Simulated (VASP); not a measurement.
Calculation: r2SCAN meta-GGA, VASP's PBE PAW potentials (set 64) (plane waves; VASP).

Input for VASP

**KPOINTS**
```
Automatic mesh
0
Gamma
5 5 7
0 0 0
```

**INCAR**
```
EDIFF = 1E-6   # SCF stop (eV)
EDIFFG = -0.02
SIGMA = 0.05
IBRION = 2   # conjugate gradients
METAGGA = R2SCAN
LASPH = .TRUE.
ISIF = 3
NELM = 100   # most electronic steps
ENCUT = 520
NSW = 60   # most ionic steps
LCHARG = .FALSE.
PREC = Accurate
ISMEAR = 0
LWAVE = .FALSE.
LMIXTAU = .TRUE.
LREAL = .FALSE.
ALGO = Normal   # blocked Davidson
SYSTEM = SiO2
```

File POSCAR:
```
SiO2
1.0
  4.1938818509   0.0000000000   0.0000000000
  0.0000000000   4.1938818509   0.0000000000
  0.0000000000   0.0000000000   2.6825246477
Si O
2 4
direct
  0.0000000000   0.0000000000   0.0000000000
  0.5000000000   0.5000000000   0.5000000000
  0.3057128375   0.3057128375   0.0000000000
  0.8057128375   0.1942871625   0.5000000000
  0.1942871625   0.8057128375   0.5000000000
  0.6942871625   0.6942871625   0.0000000000
```

POTCAR, in this order: Si O (PBE.64 set). Program: vasp_std.

The resulting files:

### OSZICAR
```
       N       E                     dE             d eps       ncg     rms          rms(c)
DAV:   1     0.145680242219E+03    0.14568E+03   -0.18796E+04   984   0.158E+03
DAV:   2    -0.657419281252E+02   -0.21142E+03   -0.20472E+03  1332   0.329E+02
DAV:   3    -0.728261410242E+02   -0.70842E+01   -0.70654E+01  1148   0.645E+01
DAV:   4    -0.728780842832E+02   -0.51943E-01   -0.51878E-01  1132   0.634E+00
DAV:   5    -0.728786194043E+02   -0.53512E-03   -0.53503E-03  1096   0.632E-01    0.177E+01
DAV:   6    -0.600038184729E+02    0.12875E+02   -0.10620E+01  1080   0.217E+01    0.964E+00
DAV:   7    -0.584074573373E+02    0.15964E+01   -0.19446E+00  1044   0.138E+01    0.333E+00
DAV:   8    -0.614790449414E+02   -0.30716E+01   -0.12380E+00  1024   0.950E+00    0.194E+00
DAV:   9    -0.584095979090E+02    0.30694E+01   -0.94349E-01  1012   0.727E+00    0.662E-01
DAV:  10    -0.586325948994E+02   -0.22300E+00   -0.67606E-02  1104   0.279E+00    0.465E-01
DAV:  11    -0.587360466772E+02   -0.10345E+00   -0.26425E-02  1076   0.135E+00    0.172E-01
DAV:  12    -0.587815847006E+02   -0.45538E-01   -0.21992E-02  1012   0.189E+00    0.114E-01
DAV:  13    -0.587821118647E+02   -0.52716E-03   -0.13349E-03  1040   0.432E-01    0.657E-02
DAV:  14    -0.587825733434E+02   -0.46148E-03   -0.76927E-04  1128   0.206E-01    0.266E-02
DAV:  15    -0.587825923820E+02   -0.19039E-04   -0.77964E-05  1068   0.947E-02    0.102E-02
DAV:  16    -0.587826158899E+02   -0.23508E-04   -0.12864E-05  1040   0.457E-02    0.768E-03
DAV:  17    -0.587826156700E+02    0.21988E-06   -0.25913E-06   884   0.119E-02
   1 F= -.58782616E+02 E0= -.58782616E+02  d E =-.587826E+02
       N       E                     dE             d eps       ncg     rms          rms(c)
DAV:   1    -0.588410304967E+02   -0.58415E-01   -0.22258E+00  1080   0.139E+01    0.216E+00
DAV:   2    -0.587797496545E+02    0.61281E-01   -0.21992E-01  1088   0.378E+00    0.516E-01
DAV:   3    -0.587759606582E+02    0.37890E-02   -0.16766E-02  1052   0.104E+00    0.207E-01
DAV:   4    -0.587761167626E+02   -0.15610E-03   -0.13400E-03  1004   0.449E-01    0.100E-01
DAV:   5    -0.587759591740E+02    0.15759E-03   -0.76728E-04   992   0.368E-01    0.300E-02
DAV:   6    -0.587762245045E+02   -0.26533E-03   -0.43639E-04   996   0.290E-01    0.208E-02
DAV:   7    -0.587763721034E+02   -0.14760E-03   -0.55714E-05  1076   0.881E-02    0.884E-03
DAV:   8    -0.587764010585E+02   -0.28955E-04   -0.13189E-05  1024   0.442E-02    0.152E-03
DAV:   9    -0.587764014264E+02   -0.36790E-06   -0.15270E-06   652   0.155E-02
   2 F= -.58776401E+02 E0= -.58776401E+02  d E =0.621424E-02
       N       E                     dE             d eps       ncg     rms          rms(c)
DAV:   1    -0.588103949083E+02   -0.33994E-01   -0.82413E-01  1084   0.836E+00    0.130E+00
DAV:   2    -0.587880468778E+02    0.22348E-01   -0.83120E-02  1080   0.232E+00    0.308E-01
DAV:   3    -0.587866711359E+02    0.13757E-02   -0.59740E-03  1064   0.623E-01    0.136E-01
DAV:   4    -0.587867982011E+02   -0.12707E-03   -0.46302E-04  1016   0.266E-01    0.690E-02
DAV:   5    -0.587866316594E+02    0.16654E-03   -0.29276E-04   988   0.226E-01    0.193E-02
DAV:   6    -0.587868092879E+02   -0.17763E-03   -0.17367E-04   988   0.183E-01    0.126E-02
DAV:   7    -0.587868490250E+02   -0.39737E-04   -0.16565E-05  1072   0.468E-02    0.567E-03
DAV:   8    -0.587868585874E+02   -0.95623E-05   -0.44052E-06  1012   0.260E-02    0.103E-03
DAV:   9    -0.587868587006E+02   -0.11324E-06   -0.48967E-07   604   0.871E-03
   3 F= -.58786859E+02 E0= -.58786859E+02  d E =-.424303E-02
```

File OUTCAR:
```
------------------------ aborting loop because EDIFF is reached ----------------------------------------
  FORCE on cell =-STRESS in cart. coord.  units (eV):
  Direction    XX          YY          ZZ          XY          YZ          ZX
  --------------------------------------------------------------------------------------
  Total        0.0040975      0.0040975     -0.0484139      0.0000000      0.0000000      0.0000000
  in kB        0.1403204      0.1403204     -1.6579346      0.0000000      0.0000000      0.0000000
  external PRESSURE =      -0.4590979 kB  Pullay stress =       0.0000000 kB
  volume of cell :       46.79
      direct lattice vectors                 reciprocal lattice vectors
     4.183323580 -0.000000000  0.000000000     0.239044382  0.000000000  0.000000000
     0.000000000  4.183323580  0.000000000     0.000000000  0.239044382  0.000000000
     0.000000000  0.000000000  2.673440314     0.000000000  0.000000000  0.374049869
 POSITION                                       TOTAL-FORCE (eV/Angst)
 -----------------------------------------------------------------------------------
      0.00000      0.00000      0.00000         0.000000     -0.000000     -0.000000
      2.09166      2.09166      1.33672         0.000000     -0.000000     -0.000000
      1.28017      1.28017      0.00000        -0.009632     -0.009632      0.000000
      3.37183      0.81149      1.33672        -0.009632      0.009632     -0.000000
      0.81149      3.37183      1.33672         0.009632     -0.009632     -0.000000
      2.90316      2.90316      0.00000         0.009632      0.009632     -0.000000
 -----------------------------------------------------------------------------------
    total drift:                                0.000000      0.000000      0.000000
  FREE ENERGIE OF THE ION-ELECTRON SYSTEM (eV)
  ---------------------------------------------------
  free  energy   TOTEN  =       -58.7868587006 eV

  energy  without entropy=      -58.7868587006  energy(sigma->0) =      -58.78685870

 reached required accuracy - stopping structural energy minimisation
```
(Selected blocks of OUTCAR.)

### CONTCAR
```
SiO2
   1.00000000000000
     4.1833235798745561   -0.0000000000000000    0.0000000000000000
     0.0000000000000000    4.1833235798745561    0.0000000000000000
     0.0000000000000000    0.0000000000000000    2.6734403144935941
  Si              O
     2     4
Direct
     0.0000000000000000    0.0000000000000000    0.0000000000000000
     0.5000000000000000    0.5000000000000000    0.5000000000000000
     0.3060169500193146    0.3060169500193146    0.0000000000000000
     0.8060169500193145    0.1939830499806854    0.5000000000000000
     0.1939830499806854    0.8060169500193145    0.5000000000000000
     0.6939830499806855    0.6939830499806855    0.0000000000000000
```

### OUTCAR
```
 val. band max:        7.7812533020   @ k =   0.0000   0.0000   0.0000

 cond. band min:      14.2628831110   @ k =   0.0000   0.0000   0.0000


 Fermi energy:         8.0584588975

 k-point     1 :       0.0000    0.0000    0.0000
  band No.  band energies     occupation
      1     -15.7402      2.00000
      2     -12.1581      2.00000
      3     -12.1581      2.00000
      4     -11.8904      2.00000
      5      -3.2504      2.00000
      6       1.2878      2.00000
      7       1.2878      2.00000
      8       1.4700      2.00000
      9       2.3031      2.00000
     10       2.6139      2.00000
     11       4.5959      2.00000
     12       4.5959      2.00000
     13       5.2578      2.00000
     14       6.9004      2.00000
     15       6.9004      2.00000
     16       7.7813      2.00000
     17      14.2629      0.00000
     18      15.3814      0.00000
     19      17.2116      0.00000
     20      17.2116      0.00000

 k-point     2 :       0.2000    0.0000    0.0000
  band No.  band energies     occupation
      1     -15.5299      2.00000
      2     -12.9543      2.00000
      3     -12.0553      2.00000
      4     -11.5288      2.00000
      5      -2.9542      2.00000
      6       0.3083      2.00000
      7       1.4233      2.00000
      8       2.1760      2.00000
      9       2.4644      2.00000
     10       3.3439      2.00000
     11       4.2441      2.00000
     12       4.6883      2.00000
     13       5.2948      2.00000
     14       6.0787      2.00000
     15       6.8289      2.00000
     16       7.4761      2.00000
     17      14.8792      0.00000
     18      15.7360      0.00000
     19      17.3077      0.00000
     20      17.3325      0.00000

 k-point     3 :       0.4000    0.0000    0.0000
  band No.  band energies     occupation
      1     -14.9242      2.00000
      2     -14.0075      2.00000
      3     -11.7960      2.00000
      4     -11.5354      2.00000
      5      -2.1721      2.00000
...
```

The compound is SiO2 in the rutile structure, stishovite, a high-pressure form. This run relaxes it. Symmetry was kept, so distortions that lower it aren't found.
